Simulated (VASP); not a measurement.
Given:

```
Co
1.0
    1.21976    -2.11268     0.00000
    1.21976     2.11268     0.00000
    0.00000     0.00000     3.93471
Co
2
Direct
  0.33333   0.66667   0.25000
  0.66667   0.33333   0.75000
```
Starting moments (μB, in the order of the record's atoms Co Co): 1.6 1.6.

Method: PBEsol GGA, VASP's PBE PAW potentials (set 64) (plane waves; VASP). Run with 500 eV cut-off, 17×17×9 Γ-centred mesh, first-order Methfessel-Paxton smearing of 0.10 eV, potentials Co.

Task: The ions, cell shape and volume at an external pressure of 10.0 GPa are relaxed. Which structure does the run end with?

Result: 
```
Co
1.0
    1.21223    -2.09964     0.00000
    1.21223     2.09964     0.00000
    0.00000     0.00000     3.91176
Co
2
Direct
  0.33333   0.66667   0.25000
  0.66667   0.33333   0.75000
```
Space group P6_3/mmc (194), at a tolerance of 0.03 Å. The cell ends with 3.09 μB, on the sites 1.54 1.54 μB.

Task: How do energy and volume change from the first to the last step?

Result: The energy (σ→0) changes by +8.5 meV/atom and the volume by -1.8 %, in 3 ionic steps.

The compound is Co in the hcp structure. This run relaxes it under an external pressure of 10 GPa. Symmetry was kept, so distortions that lower it aren't found.
